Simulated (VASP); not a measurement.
# MgZnSeS with optB86b-vdW: from relaxation to properties, part 3 of 5

Wanted: the relaxed cell of MgZnSeS and its properties. The cell is invented: it takes the structure of a Materials Project entry for Zn2SeS (space group 160 there), with some of its atoms replaced by other elements, volume scaled by an estimate. It may not be a known or stable phase.

VASP 6.6.1; optB86b-vdW; plane waves and PAW (Se, Zn, S, Mg); invented cell.

So far, gap on the k-mesh (eV): step 2 (rough relaxation of the start cell) 1.66; step 3 (full relaxation (optB86b-vdW)) 1.65. The relaxed cell has a = 4.001, c = 19.795 Å (conventional setting).

## (4) Density, ELF and potential (optB86b-vdW)

The relaxed cell gets a fresh self-consistent run, on a basis set for its own volume, to fix the density and to check the remaining stress.

File INCAR:

```
SYSTEM = MgZnSeS
PREC = Accurate
ENCUT = 400
EDIFF = 1E-06
NELM = 100
ISMEAR = 0
SIGMA = 0.05
LREAL = .FALSE.
ALGO = Normal
GGA = MK
AGGAC = 0
LUSE_VDW = .TRUE.
PARAM1 = 0.1234
PARAM2 = 1
LASPH = .TRUE.
NBANDS = 19
LORBIT = 11
LWAVE = .FALSE.
LCHARG = .TRUE.
ISIF = 2
LELF = .TRUE.
LVHAR = .TRUE.
```

File POSCAR:

```
MgZnSeS
1.0
    2.0005306991      1.1550073190      6.5982528093
   -2.0005306991      1.1550073190      6.5982528093
    0.0000000000     -2.3100146380      6.5982528093
Se Zn S Mg
1 1 1 1
Direct
    0.6210036071      0.6210036071      0.6210036071
    0.4968641503      0.4968641503      0.4968641503
    0.1279122356      0.1279122356      0.1279122356
    0.0042190069      0.0042190069      0.0042190069
```

File KPOINTS:

```
Automatic mesh
0
Gamma
7 7 7
0 0 0
```

PAW data sets: Se, Zn, S and Mg (PBE family, release 64).

Started as:

```console
$ mpirun -np 2 vasp_std
```

Output:

```text
[banner, memory and clock lines left out]
running    2 mpi-ranks, on    1 nodes
 distrk:  each k-point on    2 cores,    1 groups
 distr:  one band on    1 cores,    2 groups

 POSCAR found type information on POSCAR SeZnS Mg
 POSCAR found :  4 types and       4 ions
 [... a notice as in an earlier step ...]

 [... a notice as in an earlier step ...]

 LDA part: xc-table for (Slater+PW92), standard interpolation
|                                                                             |
|           W    W    AA    RRRRR   N    N  II  N    N   GGGG   !!!           |
|           W    W   A  A   R    R  NN   N  II  NN   N  G    G  !!!           |
|           W    W  A    A  R    R  N N  N  II  N N  N  G       !!!           |
|           W WW W  AAAAAA  RRRRR   N  N N  II  N  N N  G  GGG   !            |
|           WW  WW  A    A  R   R   N   NN  II  N   NN  G    G                |
|           W    W  A    A  R    R  N    N  II  N    N   GGGG   !!!           |
|                                                                             |
|     The number of bands has been changed from the values supplied in        |
|     The orbitals not found in the WAVECAR file will be initialized with     |
|     random numbers, which is usually adequate. For correlated               |
|     calculations, however, you should redo the groundstate calculation.     |
|     I found NBANDS = 19. Now, NBANDS = 20.                                  |
|                                                                             |

 POSCAR, INCAR and KPOINTS ok, starting setup
 FFT: planning ... GRIDC
 FFT: planning ... GRID_SOFT
 FFT: planning ... GRID
 WAVECAR not read
 entering main loop
       N       E                     dE             d eps       ncg     rms          rms(c)
DAV:   1     0.138565394865E+03    0.13857E+03   -0.99547E+03  1768   0.103E+03
DAV:   2     0.497374226426E+01   -0.13359E+03   -0.12774E+03  1932   0.235E+02
DAV:   3    -0.744658723902E+01   -0.12420E+02   -0.12353E+02  2116   0.755E+01
DAV:   4    -0.766367303322E+01   -0.21709E+00   -0.21692E+00  2232   0.107E+01
DAV:   5    -0.766633667728E+01   -0.26636E-02   -0.26635E-02  2172   0.117E+00    0.633E+00
DAV:   6    -0.686195462402E+01    0.80438E+00   -0.15674E+00  2596   0.363E+01    0.490E+00
DAV:   7    -0.682200604877E+01    0.39949E-01   -0.93643E-01  2064   0.572E+00    0.259E+00
DAV:   8    -0.682417812887E+01   -0.21721E-02   -0.34335E-02  2296   0.138E+00    0.904E-01
DAV:   9    -0.682590908221E+01   -0.17310E-02   -0.76357E-03  2148   0.953E-01    0.299E-01
DAV:  10    -0.682591086825E+01   -0.17860E-05   -0.70811E-04  2008   0.279E-01    0.141E-01
DAV:  11    -0.682618168836E+01   -0.27082E-03   -0.88198E-04  1888   0.157E-01    0.715E-02
DAV:  12    -0.682614055855E+01    0.41130E-04   -0.87702E-05  2332   0.689E-02    0.297E-02
DAV:  13    -0.682615293603E+01   -0.12377E-04   -0.36869E-05  1996   0.327E-02    0.157E-02
DAV:  14    -0.682615409913E+01   -0.11631E-05   -0.35749E-06  2168   0.123E-02    0.934E-03
DAV:  15    -0.682615413952E+01   -0.40393E-07   -0.43689E-07  1492   0.467E-03
   1 F= -.68261541E+01 E0= -.68261541E+01  d E =-.189780E-16
```

The job ended after 3.2 min (2 MPI ranks of Intel Xeon Platinum 8488C (Sapphire Rapids), shared host; peak memory 1.1 GiB; 6.4 min of CPU time).

From OUTCAR (step 4):

```text
  LATTYP: Found a trigonal (rhomboedric) cell.
 ALAT       =     6.9909302042
 COS(alpha) =     0.8362238314

The static configuration has the point symmetry C_3v.

 Found     44 irreducible k-points:

   k-points           NKPTS =     44   k-points in BZ     NKDIM =     44   number of bands    NBANDS=     20

   ENCUT  =  400.0 eV  29.40 Ry    5.42 a.u.  11.40 11.40 11.40*2*pi/ulx,y,z

   NELECT =      26.0000    total number of electrons

 E-fermi :   1.6305

 k-point     1 :       0.0000    0.0000    0.0000
  band No.  band energies     occupation
    ...
      9       0.5953      2.00000
     10       0.5953      2.00000
     11       1.1197      2.00000
     12       1.3575      2.00000
     13       1.3575      2.00000
     14       3.0062      0.00000
     15       5.4474      0.00000
     16       7.6073      0.00000
     17       7.6073      0.00000
     18       7.9914      0.00000
    ...

 k-point     2 :       0.1429    0.0000    0.0000
  band No.  band energies     occupation
    ...
      9      -0.2845      2.00000
     10       0.4045      2.00000
     11       0.4561      2.00000
     12       0.9742      2.00000
     13       1.1767      2.00000
     14       4.0112      0.00000
     15       6.1932      0.00000
     16       7.2318      0.00000
     17       7.8755      0.00000
     18       8.0810      0.00000
    ...

Total vdW correction in eV:      5.6184493

  Total       -0.0180359     -0.0180359      0.0032504      0.0000000      0.0000000      0.0000000
  in kB       -0.3158912     -0.3158914      0.0569298      0.0000000      0.0000000      0.0000000
  external PRESSURE =      -0.1916176 kB  Pullay stress =       0.0000000 kB

  energy-cutoff  :      400.00
  volume of cell :       91.48
      direct lattice vectors                 reciprocal lattice vectors
     2.000530699  1.155007319  6.598252809     0.249933680  0.144299230  0.050518424
    -2.000530699  1.155007319  6.598252809    -0.249933680  0.144299230  0.050518424
     0.000000000 -2.310014638  6.598252809     0.000000000 -0.288598460  0.050518424

 POSITION                                       TOTAL-FORCE (eV/Angst)
 -----------------------------------------------------------------------------------
      0.00000      0.00000     12.29262         0.000000     -0.000000     -0.006204
      0.00000      0.00000      9.83531         0.000000      0.000000      0.008241
      0.00000      0.00000      2.53199         0.000000      0.000000      0.002568
      0.00000      0.00000      0.08351         0.000000      0.000000     -0.004605
 -----------------------------------------------------------------------------------
    total drift:                               -0.000000     -0.000014      0.000823

  FREE ENERGIE OF THE ION-ELECTRON SYSTEM (eV)
  ---------------------------------------------------
  free  energy   TOTEN  =        -6.8261541395 eV

  energy  without entropy=       -6.8261541395  energy(sigma->0) =       -6.82615414

Total vdW correction in eV:      5.6184673

[... 4 parts as in an earlier step ...]

[... 6 further parts left out ...]
```

This step gave:

```
SCF cycles   : 15
bands        : 20
Fermi energy : 1.631 eV
pressure     : -0.01916 GPa
```

Valence electrons inside each PAW sphere by angular momentum. Sphere charges, by row:

| atom | s (e) | p (e) | d (e) | tot (e) |
| --- | --- | --- | --- | --- |
| Se1 | 1.432 | 2.521 | 0.015 | 3.968 |
| Zn2 | 0.505 | 0.408 | 9.793 | 10.71 |
| S3 | 1.32 | 2.41 | 0 | 3.73 |
| Mg4 | 0.174 | 0.154 | 0.038 | 0.367 |

ELF in the ac plane of the conventional cell at fractional y = 0.000, with atoms of Se and Zn and S and Mg within 0.2 Å of it. It is the smooth field of the valence electrons, not physical close to the nuclei.

Values, 24 rows by 14 columns, each cell a mean:
```
0.23 0.16 0.13 0.18 0.26 0.30 0.32 0.33 0.32 0.29 0.23 0.15 0.13 0.19
0.87 0.83 0.72 0.53 0.29 0.12 0.05 0.04 0.07 0.17 0.39 0.62 0.77 0.86
0.62 0.74 0.82 0.79 0.61 0.32 0.13 0.10 0.19 0.43 0.71 0.82 0.80 0.68
0.62 0.75 0.83 0.79 0.55 0.28 0.16 0.15 0.19 0.37 0.68 0.82 0.81 0.69
0.57 0.54 0.45 0.32 0.19 0.15 0.15 0.15 0.15 0.16 0.24 0.38 0.49 0.56
0.04 0.04 0.05 0.10 0.21 0.33 0.41 0.43 0.38 0.28 0.15 0.07 0.04 0.04
0.02 0.04 0.13 0.35 0.60 0.74 0.81 0.83 0.79 0.70 0.50 0.24 0.08 0.03
0.03 0.06 0.17 0.41 0.66 0.79 0.86 0.87 0.84 0.75 0.56 0.29 0.11 0.04
0.02 0.03 0.07 0.14 0.24 0.32 0.37 0.38 0.36 0.30 0.20 0.11 0.05 0.02
0.04 0.05 0.06 0.09 0.16 0.23 0.28 0.29 0.26 0.20 0.13 0.07 0.05 0.04
0.17 0.16 0.16 0.23 0.40 0.55 0.62 0.63 0.60 0.50 0.32 0.19 0.16 0.16
0.04 0.06 0.14 0.20 0.31 0.51 0.61 0.63 0.58 0.44 0.23 0.18 0.10 0.04
0.10 0.13 0.18 0.18 0.15 0.16 0.19 0.20 0.18 0.16 0.16 0.19 0.16 0.11
0.67 0.66 0.62 0.52 0.35 0.17 0.05 0.03 0.09 0.24 0.43 0.57 0.64 0.67
0.58 0.72 0.83 0.84 0.75 0.51 0.19 0.10 0.31 0.63 0.80 0.84 0.79 0.65
0.69 0.77 0.84 0.85 0.79 0.58 0.25 0.15 0.38 0.69 0.83 0.85 0.82 0.73
0.52 0.51 0.49 0.44 0.34 0.21 0.11 0.09 0.15 0.26 0.39 0.47 0.50 0.52
0.05 0.05 0.05 0.07 0.15 0.25 0.34 0.37 0.31 0.21 0.11 0.06 0.05 0.05
0.01 0.02 0.07 0.20 0.40 0.56 0.65 0.67 0.62 0.50 0.31 0.14 0.05 0.01
0.01 0.03 0.09 0.21 0.36 0.45 0.48 0.49 0.47 0.42 0.30 0.15 0.06 0.02
0.01 0.02 0.04 0.08 0.14 0.17 0.18 0.19 0.18 0.16 0.12 0.06 0.03 0.01
0.02 0.03 0.07 0.14 0.23 0.30 0.34 0.35 0.32 0.27 0.19 0.10 0.05 0.03
0.06 0.11 0.26 0.48 0.64 0.71 0.74 0.74 0.73 0.69 0.58 0.39 0.19 0.08
0.01 0.06 0.26 0.57 0.71 0.75 0.76 0.75 0.76 0.74 0.67 0.45 0.16 0.02
```
Columns run along a (4.0 Å), rows up along c (19.8 Å), edges of the conventional cell, whose origin can differ from the input's. Atoms in or near the plane, at fractional coordinates: Se at (0.00, 0.38), Zn at (0.00, 0.50), S at (0.00, 0.87), Mg at (0.00, 0.00).

Electrostatic potential energy in the ac plane of the conventional cell at fractional y = 0.000, with atoms of Se and Zn and S and Mg within 0.2 Å of it. With pseudopotentials it is smooth inside the atoms' cores, unlike the true potential.

Values in eV, 24 rows by 14 columns, each cell a mean:
```
-21 -18 -13  -5   0   2   3   4   3   2  -2  -8 -15 -20
 -5  -3  -1   2   3   4   4   4   4   4   3   1  -1  -4
-39 -36 -24  -4   2   3   3   3   3   3   0 -11 -30 -38
-37 -33 -22  -3   1   1   1   0   1   1   0 -10 -28 -36
  1   2   3   4   3   2   2   1   2   3   3   3   3   1
  5   5   5   5   4   4   4   3   4   4   5   5   5   5
  5   5   5   4   3   2   0   0   1   2   4   5   5   5
  5   4   4   3   2   0  -1  -2  -1   1   2   4   4   5
  4   4   4   3   2   1   0   0   0   1   2   3   4   4
  4   4   4   4   4   3   3   3   3   4   4   4   4   4
 -3  -2   0   2   3   3   2   2   2   3   3   1  -1  -3
 -7  -8 -10  -5   0   2   2   2   2   2  -1  -8  -9  -7
 -8  -8  -8  -3   2   4   4   4   4   3   0  -5  -8  -8
-11  -8  -2   2   4   5   5   5   5   4   3   0  -4 -10
-29 -38 -34  -9   1   3   4   4   4   3  -1 -20 -38 -35
-31 -30 -20  -4   0   1   0   0   1   1   0 -10 -25 -32
  2   2   3   3   2   1   0  -1   0   1   2   3   2   2
  5   5   5   4   4   3   3   3   3   4   4   4   5   5
  5   5   5   4   3   2   1   1   2   3   4   4   5   5
  5   5   4   4   2   1  -1  -1   0   1   3   4   4   5
  5   5   4   4   3   2   2   1   2   3   4   4   5   5
  4   4   5   5   4   4   4   4   4   4   4   5   5   4
 -1   0   1   2   3   2   1   1   1   2   3   2   1  -1
-21 -18 -12  -4   0   1   2   2   2   1  -1  -8 -15 -20
```
Columns run along a (4.0 Å; values clipped at the 3rd and 97th percentile), rows up along c (19.8 Å), edges of the conventional cell, whose origin can differ from the input's. Atoms in or near the plane, at fractional coordinates: Se at (0.00, 0.38), Zn at (0.00, 0.50), S at (0.00, 0.87), Mg at (0.00, 0.00).

Valence density in the ac plane of the conventional cell at fractional y = 0.000, with atoms of Se and Zn and S and Mg within 0.2 Å of it. It is the smooth field of the valence electrons, not physical close to the nuclei.

Ten steps, logarithmic in the rise over the least value, from '0' (0 e/Å³) to '9' (12 e/Å³), each cell a mean:
```
00000000000000
32210000001123
44432100112444
44432111122444
22111111111112
00000111100000
00011222221000
00011222221000
00000011100000
00000000000000
22111122211112
98622222222479
87421000011357
33221000001233
23432100113443
34432110112343
11110000001111
00000001000000
00001222211000
00011223221000
00000111110000
00000111100000
00011222221100
00011222221100
```
Columns run along a (4.0 Å), rows up along c (19.8 Å), edges of the conventional cell, whose origin can differ from the input's. Atoms in or near the plane, at fractional coordinates: Se at (0.00, 0.38), Zn at (0.00, 0.50), S at (0.00, 0.87), Mg at (0.00, 0.00).

In this run the pressure is -0.02 GPa, small enough to go on.

(Continued in part 4 of 5.)

[Lines on the potential files, build, host, timing and source positions are cut from VASP's logs without a mark.]

[Logs are printed without paths, hosts, clocks, repeated set-up lines and the standing remarks that a program may print on its own settings, such as how far it seeks lower states.]

[Hosts, paths, dates, database ids (printed as entryN), source tags and the programs' standing remarks are cut or masked in the printed files.]

[A measured line is paired with the nearest computed mode of its activity, which favours agreement.]
